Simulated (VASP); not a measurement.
```
CELL_PARAMETERS angstrom
      0.00000     3.18979     3.18979
      3.18979     0.00000     3.18979
      3.18979     3.18979     0.00000
ATOMIC_POSITIONS crystal
  K  0.00000 0.00000 0.00000
  Br 0.50000 0.50000 0.50000
```

The numbers are results of LDA (Ceperley-Alder, Perdew-Zunger), VASP's LDA PAW potentials (set 64) (plane waves; VASP), not measurements. Numerical set-up: 400 eV cut-off, 7×7×7 Γ-centred mesh, Gaussian smearing of 0.010 eV, potentials K_sv Br.

Q: Give the electronic dielectric tensor ε∞ (DFPT, local fields included).

A: 
```
2.76  0.00  0.00
0.00  2.76  0.00
0.00  0.00  2.76
```

Q: Give the Born effective charges.

A: 
```csv
atom,Z*xx,Z*yy,Z*zz,mean
K1,1.10,1.10,1.10,1.10
Br2,-1.10,-1.10,-1.10,-1.10
```

Q: And the static tensor with the ions free?

A: 
```
4.81  0.00  0.00
0.00  4.81  0.00
0.00  0.00  4.81
```

Q: Which frequencies do the optical Γ-point modes have (no LO-TO splitting)?

A: 131 (×3) cm⁻¹.

The compound is KBr in the rock salt structure. It was relaxed first, which changed the volume by -10 %.
